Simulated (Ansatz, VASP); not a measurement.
# Cross-check of HfTi2 (HfTi2 in the C11b ordering) between VASP and Ansatz

One calculation is typed for both programs; each brings its own data sets. How far apart do they land? The cell is generated by rule, not measured, and may not be a known phase. The cell is taken from a series of runs on this material, whose earlier steps may have relaxed, scaled, displaced or heated it; both programs get it as it stands.

Program: Ansatz 0.2.0. Level of theory: plane waves, with VASP 6.6.1 beside it; relaxation of cell and atoms at PBE. Results are calculated unless marked as measured.

The structure was built from a prototype and need not be the compound's stable phase.

## (1) Starting point

The structure is tetragonal, space group I4/mmm (No. 139). Conventional cell: a = 3.450 Å, b = 3.450 Å, c = 9.619 Å, α = 90.00°, β = 90.00°, γ = 90.00°. Hf has 10 Ti at 3.00 to 3.04 Å nearest. Ti has 4 Ti at 2.71 Å and 5 Hf at 3.00 to 3.04 Å nearest. Farther neighbours are not listed.

Structure file:

```cif
data_structure
_symmetry_space_group_name_H-M 'I4/mmm'
_symmetry_Int_Tables_number 139
_cell_length_a 3.4497
_cell_length_b 3.4497
_cell_length_c 9.6188
_cell_angle_alpha 90.000
_cell_angle_beta 90.000
_cell_angle_gamma 90.000
_cell_volume 114.47
loop_
_atom_site_label
_atom_site_type_symbol
_atom_site_symmetry_multiplicity
_atom_site_Wyckoff_symbol
_atom_site_fract_x
_atom_site_fract_y
_atom_site_fract_z
_atom_site_occupancy
Hf1 Hf 2 a 0.00000 0.00000 0.00000 1
Ti1 Ti 4 e 0.00000 0.00000 0.31184 1
```

## (2) VASP: relaxation of cell and atoms, PBE

The relaxed volume is the usual yardstick between codes: in a stiff, nearly cubic crystal its relative difference is about their pressure difference at one cell divided by the bulk modulus.

Lines of VASP's logs that name or quote its potential files are left out, and so is its time.

The input, INCAR:

```
SYSTEM = HfTi2
PREC = Accurate
ENCUT = 500
EDIFF = 1E-07
NELM = 120
ISMEAR = 1
SIGMA = 0.2
LREAL = .FALSE.
ALGO = Normal
GGA = PE
NBANDS = 23
LASPH = .TRUE.
LORBIT = 11
LWAVE = .FALSE.
LCHARG = .FALSE.
ISIF = 3
IBRION = 2
NSW = 80
EDIFFG = -0.005
GGA_COMPAT = .FALSE.
NELMIN = 4
KPAR = 2
```

The input, POSCAR:

```
HfTi2
1.0
    3.4496780000      0.0000000000     -0.0000020000
    0.0000000000      3.4496780000     -0.0000020000
    1.7248410000      1.7248410000      4.8093740000
Hf Ti
1 2
Direct
    0.0000000000      0.0000000000      0.0000000000
    0.6881579958      0.6881579958      0.6236844447
    0.3118421901      0.3118421901      0.3763157632
```

The input, KPOINTS:

```
Automatic mesh
0
Gamma
8 8 8
0 0 0
```

The projector-augmented-wave data sets are Hf_pv and Ti_sv (PBE family, release 64).

On the command line:

```bash
$ mpirun -np 2 vasp_std
```

Numbers of over 12 decimals in the logs are rounded to 6 here.

What it wrote:

```text
[banner, memory and clock lines left out]
running    2 mpi-ranks, on    1 nodes
 distrk:  each k-point on    1 cores,    2 groups
 distr:  one band on    1 cores,    1 groups

 POSCAR found type information on POSCAR HfTi
 POSCAR found :  2 types and       3 ions
 LDA part: xc-table for (Slater+PW92), standard interpolation
 POSCAR, INCAR and KPOINTS ok, starting setup
 FFT: planning ... GRIDC
 FFT: planning ... GRID_SOFT
 FFT: planning ... GRID
 WAVECAR not read
 entering main loop
       N       E                     dE             d eps       ncg     rms          rms(c)
DAV:   1     0.349649346373E+03    0.34965E+03   -0.17369E+04  2714   0.165E+03
DAV:   2     0.112430955101E+02   -0.33841E+03   -0.33152E+03  2812   0.489E+02
DAV:   3    -0.246087679093E+02   -0.35852E+02   -0.34838E+02  5280   0.127E+02
DAV:   4    -0.275514836406E+02   -0.29427E+01   -0.29065E+01  3626   0.302E+01
DAV:   5    -0.277447968590E+02   -0.19331E+00   -0.19329E+00  4204   0.671E+00    0.538E+01
DAV:   6    -0.259983352173E+02    0.17465E+01   -0.14333E+01  3809   0.318E+01    0.171E+01
DAV:   7    -0.265261261570E+02   -0.52779E+00   -0.16072E+01  3779   0.192E+01    0.264E+01
DAV:   8    -0.252990589733E+02    0.12271E+01   -0.74910E+00  3794   0.221E+01    0.623E+00
DAV:   9    -0.253333713497E+02   -0.34312E-01   -0.33565E-01  4224   0.368E+00    0.161E+00
DAV:  10    -0.253299981070E+02    0.33732E-02   -0.30870E-02  3833   0.915E-01    0.542E-01
DAV:  11    -0.253302320452E+02   -0.23394E-03   -0.10181E-02  3759   0.803E-01    0.490E-01
DAV:  12    -0.253300795214E+02    0.15252E-03   -0.93275E-04  3846   0.235E-01    0.693E-02
DAV:  13    -0.253300831452E+02   -0.36238E-05   -0.69914E-05  4283   0.613E-02    0.246E-02
DAV:  14    -0.253300826779E+02    0.46725E-06   -0.63710E-06  4359   0.196E-02    0.706E-03
DAV:  15    -0.253300821301E+02    0.54784E-06   -0.16211E-06  3931   0.785E-03    0.287E-03
DAV:  16    -0.253300820182E+02    0.11186E-06   -0.49054E-07  3290   0.443E-03    0.130E-03
DAV:  17    -0.253300820519E+02   -0.33723E-07   -0.34009E-08  2372   0.190E-03
   1 F= -.25330082E+02 E0= -.25330043E+02  d E =-.253301E+02
[... from here on, the cycles between the ionic steps are left out ...]
   2 F= -.25330289E+02 E0= -.25330265E+02  d E =-.207036E-03
   3 F= -.25330411E+02 E0= -.25330379E+02  d E =-.329120E-03
   4 F= -.25330411E+02 E0= -.25330378E+02  d E =-.328847E-03
   5 F= -.25330466E+02 E0= -.25330434E+02  d E =-.554264E-04
   6 F= -.25330473E+02 E0= -.25330444E+02  d E =-.623839E-04
   7 F= -.25330478E+02 E0= -.25330448E+02  d E =-.671886E-04
   8 F= -.25330478E+02 E0= -.25330448E+02  d E =-.671011E-04
   9 F= -.25330482E+02 E0= -.25330461E+02  d E =-.446509E-05
  10 F= -.25330483E+02 E0= -.25330464E+02  d E =-.455205E-05
 curvature:  -0.79 expect dE=-0.489E-05 dE for cont linesearch -0.153E-07
 trial: gam= 0.73050 g(F)=  0.262E-05 g(S)=  0.358E-05 ort = 0.431E-06 (trialstep = 0.883E+00)
 search vector abs. value=  0.120E-04
 bond charge predicted
       N       E                     dE             d eps       ncg     rms          rms(c)
DAV:   1    -0.253304708454E+02    0.11609E-04   -0.18487E-03  3246   0.804E-01    0.279E-02
DAV:   2    -0.253304906415E+02   -0.19796E-04   -0.31103E-04  2742   0.148E-01    0.147E-02
DAV:   3    -0.253304883469E+02    0.22946E-05   -0.18716E-05  4358   0.330E-02    0.155E-02
DAV:   4    -0.253304874325E+02    0.91444E-06   -0.66786E-06  4324   0.215E-02    0.591E-03
DAV:   5    -0.253304873124E+02    0.12008E-06   -0.12747E-06  3735   0.947E-03    0.463E-03
DAV:   6    -0.253304871466E+02    0.16585E-06   -0.34158E-07  3162   0.287E-03    0.149E-03
DAV:   7    -0.253304870684E+02    0.78168E-07   -0.97012E-08  1840   0.236E-03
  11 F= -.25330487E+02 E0= -.25330477E+02  d E =-.451651E-05
 trial-energy change:   -0.000005  1 .order   -0.000004   -0.000006   -0.000002
 step:   1.2156(harm=  1.5514)  dis= 0.00058  next Energy=   -25.330488 (dE=-0.500E-05)
 reached required accuracy - stopping structural energy minimisation
```

From OUTCAR (step 2):

```text
ion  position               nearest neighbor table
   1  0.000  0.000  0.000-   3 3.00   2 3.00   2 3.04   2 3.04   2 3.04   3 3.04   3 3.04   3 3.04
                             3 3.04   2 3.04
   2  0.688  0.688  0.624-   3 2.71   3 2.71   3 2.71   3 2.71   1 3.00   1 3.04   1 3.04   1 3.04
                             1 3.04
   3  0.312  0.312  0.376-   2 2.71   2 2.71   2 2.71   2 2.71   1 3.00   1 3.04   1 3.04   1 3.04
                             1 3.04

  LATTYP: Found a body centered tetragonal cell.
 ALAT       =     3.4496780000
 C/A-ratio  =     2.7883042997

 Subroutine GETGRP returns: Found 16 space group operations
 (whereof 16 operations were pure point group operations)

The static configuration has the point symmetry D_4h.

 Found     59 irreducible k-points:

   k-points           NKPTS =     59   k-points in BZ     NKDIM =     59   number of bands    NBANDS=     23

   dimension x,y,z NGX =    28 NGY =   28 NGZ =   40
   dimension x,y,z NGXF=    56 NGYF=   56 NGZF=   80

   ENCUT  =  500.0 eV  36.75 Ry    6.06 a.u.   6.29  6.29  9.83*2*pi/ulx,y,z

   NELECT =      34.0000    total number of electrons

 k-points in reciprocal lattice and weights: Automatic mesh
   0.00000000  0.00000000  0.00000000       0.002
   0.12500000  0.00000000  0.00000000       0.016
   0.25000000  0.00000000  0.00000000       0.016
   0.37500000  0.00000000  0.00000000       0.016
   0.50000000  0.00000000  0.00000000       0.008
   0.12500000  0.12500000  0.00000000       0.016
   0.25000000  0.12500000  0.00000000       0.031
   0.37500000  0.12500000  0.00000000       0.031
   0.50000000  0.12500000  0.00000000       0.031
[...]
-0.12500000 -0.12500000  0.37500000       0.008
  -0.00000000 -0.00000000  0.50000000       0.002

 average (electrostatic) potential at core
       1 -35.3648       2 -73.6418       3 -73.6418

 E-fermi :   6.7547

 k-point     1 :       0.0000    0.0000    0.0000
  band No.  band energies     occupation
    ...
     12       0.3380      2.00000
     13       4.8401      2.00000
     14       5.2568      2.00000
     15       5.7597      2.00000
     16       5.8712      2.00000
     17       7.1523     -0.01661
     18       8.2342     -0.00000
     19       8.2342     -0.00000
     20       8.2393     -0.00000
     21       8.2393     -0.00000
    ...

 k-point     2 :       0.1250    0.0000    0.0000
  band No.  band energies     occupation
    ...
     12       0.6340      2.00000
     13       4.9203      2.00000
     14       5.1811      2.00000
     15       5.7186      2.00000
     16       6.0172      2.00000
     17       7.0618     -0.05207
     18       7.9435     -0.00000
     19       8.1328     -0.00000
     20       8.1890     -0.00000
     21       8.3452     -0.00000
    ...

 k-point     3 :       0.2500    0.0000    0.0000
  band No.  band energies     occupation
    ...
     13       4.6965      2.00000
     14       5.0424      2.00000
     15       5.8305      2.00000
     16       6.5381      2.06348
     17       6.7169      1.31357
     18       7.3545     -0.00019
     19       7.7975     -0.00000
     20       8.0913     -0.00000
     21       8.4699     -0.00000
     22       8.8325     -0.00000
    ...

  Total        0.0047034      0.0047034      0.0063848      0.0000000     -0.0000000     -0.0000000
  in kB        0.1321753      0.1321753      0.1794285      0.0000000     -0.0000000     -0.0000000
  external PRESSURE =       0.1479264 kB  Pullay stress =       0.0000000 kB

  energy-cutoff  :      500.00
  volume of cell :       57.01
      direct lattice vectors                 reciprocal lattice vectors
     3.449788825  0.000000000 -0.000001998     0.289872755 -0.000000060 -0.104372488
     0.000000000  3.449788825 -0.000001998    -0.000000060  0.289872755 -0.104372488
     1.724896405  1.724896405  4.790537979     0.000000121  0.000000121  0.208744735

 POSITION                                       TOTAL-FORCE (eV/Angst)
 -----------------------------------------------------------------------------------
      3.44979      3.44979     -0.00000         0.000000      0.000000      0.000000
      3.44979      3.44979      2.98789         0.000000      0.000000      0.002221
      1.72490      1.72490      1.80265        -0.000000     -0.000000     -0.002221
 -----------------------------------------------------------------------------------
    total drift:                               -0.001917     -0.001917     -0.002046

  FREE ENERGIE OF THE ION-ELECTRON SYSTEM (eV)
  ---------------------------------------------------
  free  energy   TOTEN  =       -25.3304870684 eV

  energy  without entropy=      -25.3304562771  energy(sigma->0) =      -25.33047680

 reached required accuracy - stopping structural energy minimisation

 total charge
# of ion       s       p       d       tot
------------------------------------------
    1        0.393   6.375   1.525   8.293
    2        2.245   6.114   1.943  10.303
    3        2.245   6.114   1.943  10.303
--------------------------------------------------
tot          4.883  18.604   5.411  28.898

[... 3 further parts left out ...]
```

[end of part 1 of 2]

[Lines on the potential files, build, host, timing and source positions are cut from VASP's logs without a mark.]

[Logs are printed without paths, hosts, clocks, repeated set-up lines and the standing remarks that a program may print on its own settings, such as how far it seeks lower states.]

[Hosts, paths, dates, database ids (printed as entryN), source tags and the programs' standing remarks are cut or masked in the printed files.]
